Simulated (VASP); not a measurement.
Consider the following.

```
CELL_PARAMETERS angstrom
      1.62690    -2.81787     0.00000
      1.62690     2.81787     0.00000
      0.00000     0.00000     5.29380
ATOMIC_POSITIONS crystal
  Ga 0.66667 0.33333 0.50000
  Ga 0.33333 0.66667 0.00000
  N  0.66667 0.33333 0.87700
  N  0.33333 0.66667 0.37700
```

These are PBE GGA, VASP's PBE PAW potentials (set 64) (plane waves; VASP) values and carry that method's errors. Numerical set-up: 520 eV cut-off, 7×7×4 Γ-centred mesh, second-order Methfessel-Paxton smearing of 0.10 eV, potentials Ga_d N.

**Question.** Predict the energy per atom (σ→0), pressure.

**Answer.** 
The energy per atom (σ→0) is -6.076 eV/atom. The pressure is -4.95 GPa.

Only differences to runs with the same potentials and settings are physical.

The compound is GaN in the wurtzite structure. The cell was not relaxed at this level. The run is one of a series of settings (ISMEAR = 2, SIGMA = 0.1 against the base run), some of them coarse on purpose.
